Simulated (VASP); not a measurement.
# SnS: computed properties

Method: PBEsol GGA, VASP's PBE PAW potentials (set 64) (plane waves; VASP 6.6.1).

- space group: Aem2 (39)
- cell: a = 22.165 Å, b = 5.744 Å, c = 5.765 Å, α = β = γ = 90.00°
- band gap (over mesh and band path): 1.37 eV
- smallest direct gap (over mesh and band path): 1.37 eV
- band-edge character: direct, Γ-S at 0.86 to Γ-S at 0.86

```yaml
crystal:
  lattice:
    - [22.16515, 0.00000, 0.00000]
    - [0.00000, 2.87204, 2.88236]
    - [0.00000, -2.87204, 2.88236]
  atoms:
    - { symbol: Sn, position: [0.43636, 0.24432, 0.74432] }
    - { symbol: Sn, position: [0.56364, 0.74432, 0.24432] }
    - { symbol: S, position: [0.44842, 0.72168, 0.22168] }
    - { symbol: S, position: [0.55158, 0.22168, 0.72168] }
```

The cell holds vacuum, so volume and density refer to the whole cell.  The cell holds a wide vacuum, so values per volume refer to the whole cell. Unless said otherwise, spin-orbit coupling is left out, though it shifts the bands of the heavy elements here.

The cell is a sheet with vacuum, built from a database entry that may be metastable or hypothetical.
